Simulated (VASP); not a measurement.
All values below come from RPBE GGA, VASP's PBE PAW potentials (set 64) (plane waves; VASP).

VASP input:

**KPOINTS**
```
k-points along high-symmetry lines
10
Line-mode
Reciprocal
  0.000000   0.000000   0.000000 ! GAMMA
  0.500000   0.000000   0.000000 ! M

  0.500000   0.000000   0.000000 ! M
  0.333333   0.333333   0.000000 ! K

  0.333333   0.333333   0.000000 ! K
  0.000000   0.000000   0.000000 ! GAMMA

  0.000000   0.000000   0.000000 ! GAMMA
  0.000000   0.000000   0.500000 ! A

  0.000000   0.000000   0.500000 ! A
  0.500000   0.000000   0.500000 ! L

  0.500000   0.000000   0.500000 ! L
  0.333333   0.333333   0.500000 ! H

  0.333333   0.333333   0.500000 ! H
  0.000000   0.000000   0.500000 ! A

  0.500000   0.000000   0.500000 ! L
  0.500000   0.000000   0.000000 ! M

  0.333333   0.333333   0.500000 ! H
  0.333333   0.333333   0.000000 ! K
```

POSCAR:
```
Se
1
    3.2511386216    -5.6311372358    -0.0000000000
    3.2511386216     5.6311372358     0.0000000000
    0.0000000000    -0.0000000000     4.9908027807
Se
3
Direct
  0.0000000000   0.1507391274   0.6666670000
  0.8492608726   0.8492608726   0.0000000000
  0.1507391274   0.0000000000   0.3333330000
```

**INCAR**
```
SYSTEM = Se
PREC = Accurate
ENCUT = 520
EDIFF = 1E-7
NELM = 100
ALGO = Normal
LREAL = .FALSE.
LASPH = .TRUE.
ISMEAR = 0
SIGMA = 0.05
GGA = RP
LMAXMIX = 4
LWAVE = .FALSE.
LCHARG = .FALSE.
LORBIT = 11
ICHARG = 11
```

POTCAR, in this order: Se (PBE.64 set). Program: vasp_std. Read from the step before: CHGCAR.

The run wrote:

### OUTCAR
```
 ion  position               nearest neighbor table
   1  0.000  0.151  0.667-   2 2.38   3 2.38
   2  0.849  0.849  0.000-   1 2.38   3 2.38
   3  0.151  0.000  0.333-   2 2.38   1 2.38
  LATTYP: Found a hexagonal cell.
 ALAT       =     6.5022772092
 C/A-ratio  =     0.7675469101
 Subroutine PRICEL returns:
 Original cell was already a primitive cell.
 Subroutine GETGRP returns: Found  6 space group operations
The static configuration has the point symmetry C_2 .
 The point group associated with its full space group is D_3 .
The dynamic configuration has the point symmetry C_2 .
 Subroutine INISYM returns: Found  6 space group operations
   k-points           NKPTS =     90   k-points in BZ     NKDIM =     90   number of bands    NBANDS=     13
   number of dos      NEDOS =    301   number of ions     NIONS =      3
   total plane-waves  NPLWV =  92160
   dimension x,y,z NGX =    48 NGY =   48 NGZ =   40
   dimension x,y,z NGXF=    96 NGYF=   96 NGZF=   80
   ions per type =               3
   PREC   = accura    normal or accurate (medium, high low for compatibility)
   ISTART =      0    job   : 0-new  1-cont  2-samecut
   ICHARG =     11    charge: 1-file 2-atom 10-const
   ISPIN  =      1    spin polarized calculation?
   LNONCOLLINEAR =      F non collinear calculations
...
```

**OSZICAR**
```
       N       E                     dE             d eps       ncg     rms          rms(c)
DAV:   1     0.103549544809E+03    0.10355E+03   -0.60754E+03  2340   0.102E+03
DAV:   2     0.124554199293E+01   -0.10230E+03   -0.98755E+02  3513   0.163E+02
DAV:   3    -0.955568072683E+01   -0.10801E+02   -0.10751E+02  2870   0.628E+01
DAV:   4    -0.971897442410E+01   -0.16329E+00   -0.16303E+00  2810   0.917E+00
DAV:   5    -0.972110678742E+01   -0.21324E-02   -0.21321E-02  2960   0.102E+00
DAV:   6    -0.972115891254E+01   -0.52125E-04   -0.52122E-04  2890   0.154E-01
DAV:   7    -0.972116074625E+01   -0.18337E-05   -0.18335E-05  2993   0.247E-02
DAV:   8    -0.972116082415E+01   -0.77904E-07   -0.77887E-07  2899   0.459E-03
   1 F= -.97211608E+01 E0= -.97211608E+01  d E =-.216525E-13
```

OUTCAR:
```
 val. band max:       -2.2648310805   @ k =   0.3333   0.3333   0.3333

 cond. band min:      -0.3637041832   @ k =   0.3333   0.3333   0.5000



 k-point     1 :       0.0000    0.0000    0.0000
  band No.  band energies     occupation
      1     -16.8512      2.00000
      2     -13.2762      2.00000
      3     -13.2761      2.00000
      4      -5.9175      2.00000
      5      -5.9175      2.00000
      6      -4.5407      2.00000
      7      -3.8683      2.00000
      8      -3.8682      2.00000
      9      -2.3445      2.00000
     10       0.6823      0.00000
     11       0.6823      0.00000
     12       1.2497      0.00000
     13       2.3437      0.00000

 k-point     2 :       0.0556    0.0000    0.0000
  band No.  band energies     occupation
      1     -16.8511      2.00000
      2     -13.2765      2.00000
      3     -13.2762      2.00000
      4      -5.9187      2.00000
      5      -5.9182      2.00000
      6      -4.5371      2.00000
      7      -3.8692      2.00000
      8      -3.8687      2.00000
      9      -2.3454      2.00000
     10       0.6794      0.00000
     11       0.6804      0.00000
     12       1.2557      0.00000
     13       2.3667      0.00000

 k-point     3 :       0.1111    0.0000    0.0000
  band No.  band energies     occupation
      1     -16.8507      2.00000
      2     -13.2775      2.00000
      3     -13.2764      2.00000
      4      -5.9222      2.00000
      5      -5.9200      2.00000
      6      -4.5269      2.00000
      7      -3.8721      2.00000
      8      -3.8702      2.00000
      9      -2.3478      2.00000
     10       0.6720      0.00000
     11       0.6753      0.00000
     12       1.2728      0.00000
     13       2.4338      0.00000

 k-point     4 :       0.1667    0.0000    0.0000
  band No.  band energies     occupation
      1     -16.8500      2.00000
      2     -13.2790      2.00000
      3     -13.2767      2.00000
      4      -5.9275      2.00000
...
```

The density is held fixed in this step, so its total energy and stress have no physical meaning. Without a dispersion term in the relaxation, distances and binding between the weakly bound layers, chains or molecules are unreliable, and so is what depends on them.

The compound is Se in the trig structure. It was relaxed first, which changed the volume by +123 %.
